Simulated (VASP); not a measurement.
Output of a VASP run:

### OUTCAR
```
 ion  position               nearest neighbor table
   1  0.000  0.000  0.000-   3 2.58   3 2.58   3 2.58   2 2.58   3 2.58   2 2.58   2 2.58   2 2.58
  LATTYP: Found a face centered cubic cell.
 ALAT       =     5.9558120000
 Subroutine PRICEL returns:
 Original cell was already a primitive cell.
 Subroutine GETGRP returns: Found 48 space group operations
The static configuration has the point symmetry O_h .
The dynamic configuration has the point symmetry O_h .
The overall configuration has the point symmetry O_h .
 Subroutine INISYM returns: Found 48 space group operations
 Subroutine IBZKPT returns following result:
 Found     10 irreducible k-points:

 Following reciprocal coordinates:
            Coordinates               Weight
  0.000000  0.000000  0.000000      1.000000
  0.200000  0.000000  0.000000      8.000000
  0.400000  0.000000  0.000000      8.000000
  0.200000  0.200000  0.000000      6.000000
  0.400000  0.200000  0.000000     24.000000
 -0.400000  0.200000  0.000000     24.000000
 -0.200000  0.200000  0.000000     12.000000
  0.400000  0.400000  0.000000      6.000000
 -0.400000  0.400000  0.000000     12.000000
 -0.400000  0.400000  0.200000     24.000000
   k-points           NKPTS =     10   k-points in BZ     NKDIM =     10   number of bands    NBANDS=     18
   number of dos      NEDOS =    301   number of ions     NIONS =      3
   total plane-waves  NPLWV =  21952
   dimension x,y,z NGX =    28 NGY =   28 NGZ =   28
   dimension x,y,z NGXF=    56 NGYF=   56 NGZF=   56
   ions per type =               1   2
   PREC   = accura    normal or accurate (medium, high low for compatibility)
   ISTART =      0    job   : 0-new  1-cont  2-samecut
   ICHARG =      2    charge: 1-file 2-atom 10-const
   ISPIN  =      2    spin polarized calculation?
   LNONCOLLINEAR =      F non collinear calculations
   LSORBIT =      F    spin-orbit coupling
   INIWAV =      1    electr: 0-lowe 1-rand  2-diag
   ENCUT  =  400.0 eV  29.40 Ry    5.42 a.u.   6.87  6.87  6.87*2*pi/ulx,y,z
   NELM   =    100;   NELMIN=  2; NELMDL= -5     # of ELM steps
   EDIFF  = 0.1E-05   stopping-criterion for ELM
   LREAL  =      F    real-space projection
   NLSPLINE    = F    spline interpolate recip. space projectors
   LMAXMIX     =    6 max onsite mixed and CHGCAR
   VOSKOWN=      0    Vosko Wilk Nusair interpolation
   EDIFFG = 0.1E-04   stopping-criterion for IOM
   NSW    =      0    number of steps for IOM
   NBLOCK =      1;   KBLOCK =      1    inner block; outer block
   IBRION =     -1    ionic relax: 0-MD 1-quasi-New 2-CG
   NFREE  =      0    steps in history (QN), initial steepest desc. (CG)
   ISIF   =      2    stress and relaxation
   ISYM   =      2    0-nonsym 1-usesym 2-fastsym
   TEIN   =    0.0    initial temperature
   TEBEG  =    0.0;   TEEND  =   0.0 temperature during run
   SMASS  =  -3.00    Nose mass-parameter (am)
   PSTRESS=    0.0 pullay stress
   NELECT =      24.0000    total number of electrons
   EFERMI =   0.00;   METHOD = LEGACY
   ISMEAR =     0;   SIGMA  =   0.05  broadening in eV -4-tet -1-fermi 0-gaus
   IALGO  =     38    algorithm
   LDIAG  =      T    sub-space diagonalisation (order eigenvalues)
   IMIX   =      4    mixing-type and parameters
     AMIX     =   0.40;   BMIX     =  1.00
     AMIX_MAG =   1.60;   BMIX_MAG =  1.00
     AMIN     =   0.10
   GGA     = PE    functional components
   VOSKOWN =     0    Vosko Wilk Nusair interpolation
   LHFCALC =     F    Hartree Fock is set to
   LHFONE  =     F    Hartree Fock one center treatment
   AEXX    =    0.0000 exact exchange contribution
   IVDW    =     0    specifies the selected vdW correction
   LEPSILON=     F    determine dielectric tensor
   LRPA    =     F    only Hartree local field effects (RPA)
  energy-cutoff  :      400.00
  volume of cell :       52.82
      direct lattice vectors                 reciprocal lattice vectors
     0.000000000  2.977906000  2.977906000    -0.167903218  0.167903218  0.167903218
     2.977906000  0.000000000  2.977906000     0.167903218 -0.167903218  0.167903218
     2.977906000  2.977906000  0.000000000     0.167903218  0.167903218 -0.167903218
...
```

**OSZICAR**
```
       N       E                     dE             d eps       ncg     rms          rms(c)
DAV:   1     0.127959189757E+03    0.12796E+03   -0.98631E+03   752   0.954E+02
DAV:   2    -0.252948311060E+00   -0.12821E+03   -0.12548E+03   890   0.222E+02
DAV:   3    -0.580529882340E+01   -0.55524E+01   -0.55241E+01   828   0.471E+01
DAV:   4    -0.584726734292E+01   -0.41969E-01   -0.41941E-01   860   0.454E+00
DAV:   5    -0.584769762874E+01   -0.43029E-03   -0.43027E-03   842   0.435E-01    0.294E+01
DAV:   6    -0.590186732320E+01   -0.54170E-01   -0.87391E-01   752   0.838E+00    0.178E+01
DAV:   7    -0.587993850823E+01    0.21929E-01   -0.21198E-01   752   0.425E+00    0.593E+00
DAV:   8    -0.589301571404E+01   -0.13077E-01   -0.33865E-02   760   0.177E+00    0.775E-01
DAV:   9    -0.589349183520E+01   -0.47612E-03   -0.35573E-03   834   0.462E-01    0.258E-01
DAV:  10    -0.589347525104E+01    0.16584E-04   -0.14373E-04   836   0.831E-02    0.117E-01
DAV:  11    -0.589350390820E+01   -0.28657E-04   -0.86731E-05   772   0.634E-02    0.364E-02
DAV:  12    -0.589351376319E+01   -0.98550E-05   -0.81351E-06   856   0.230E-02    0.110E-02
DAV:  13    -0.589351589153E+01   -0.21283E-05   -0.25548E-06   688   0.110E-02    0.577E-03
DAV:  14    -0.589351733760E+01   -0.14461E-05   -0.11170E-06   642   0.683E-03    0.328E-03
DAV:  15    -0.589351747142E+01   -0.13382E-06   -0.31075E-07   600   0.350E-03
   1 F= -.58935175E+01 E0= -.58926646E+01  d E =-.170569E-02  mag=     1.3408
```

File OUTCAR:
```
------------------------ aborting loop because EDIFF is reached ----------------------------------------
  FORCE on cell =-STRESS in cart. coord.  units (eV):
  Direction    XX          YY          ZZ          XY          YZ          ZX
  --------------------------------------------------------------------------------------
  Total       14.3430185     14.3430185     14.3430185      0.0000000      0.0000000     -0.0000000
  in kB      435.0991060    435.0991060    435.0991060      0.0000000      0.0000000     -0.0000000
  external PRESSURE =     435.0991060 kB  Pullay stress =       0.0000000 kB
  volume of cell :       52.82
      direct lattice vectors                 reciprocal lattice vectors
     0.000000000  2.977906000  2.977906000    -0.167903218  0.167903218  0.167903218
     2.977906000  0.000000000  2.977906000     0.167903218 -0.167903218  0.167903218
     2.977906000  2.977906000  0.000000000     0.167903218  0.167903218 -0.167903218
 POSITION                                       TOTAL-FORCE (eV/Angst)
 -----------------------------------------------------------------------------------
      0.00000      0.00000      0.00000        -0.000000     -0.000000     -0.000000
      1.48895      1.48895      1.48895         0.000000      0.000000     -0.000000
      4.46686      4.46686      4.46686        -0.000000     -0.000000      0.000000
 -----------------------------------------------------------------------------------
    total drift:                               -0.000000     -0.000000      0.000000
  FREE ENERGIE OF THE ION-ELECTRON SYSTEM (eV)
  ---------------------------------------------------
  free  energy   TOTEN  =        -5.8935174714 eV

  energy  without entropy=       -5.8918117811  energy(sigma->0) =       -5.89266463
```
(Selected blocks of OUTCAR.)

POSCAR:
```
PtBr2
1
    0.0000000000     2.9779060000     2.9779060000
    2.9779060000     0.0000000000     2.9779060000
    2.9779060000     2.9779060000     0.0000000000
Pt Br
1 2
Direct
  0.0000000000   0.0000000000   0.0000000000
  0.2500000000   0.2500000000   0.2500000000
  0.7500000000   0.7500000000   0.7500000000
```

**Question.** Reconstruct the remaining input files.

**Answer.** This is not unique; one that fits is the input of the run itself, PBE GGA, plane waves, VASP's PBE PAW potentials (set 64).

### KPOINTS
```
K-points
0
G
 5 5 5
0 0 0
```

### INCAR
```
SYSTEM = PtBr2
PREC = Accurate; ENCUT = 400; LREAL = .FALSE.
LASPH = .TRUE.
EDIFF = 1E-6; NELM = 100; ALGO = Normal
LMAXMIX = 6
ISMEAR = 0; SIGMA = 0.05
GGA = PE
ISPIN = 2; MAGMOM = 3*1.0
ISIF = 2
LWAVE = .FALSE.; LCHARG = .FALSE.
```

POTCAR, in this order: Pt Br (PBE.64 set). Program: vasp_std.

The moments were started parallel, and other spin orders were not tried in this run.

The structure was generated: PtBr2 was put into the fluorite type (Fm-3m), which need not be its known phase. The cell was not relaxed at this level. The k-mesh is coarse (spacing up to 0.37 per Å, 2π included), so the numbers may not be converged in it.
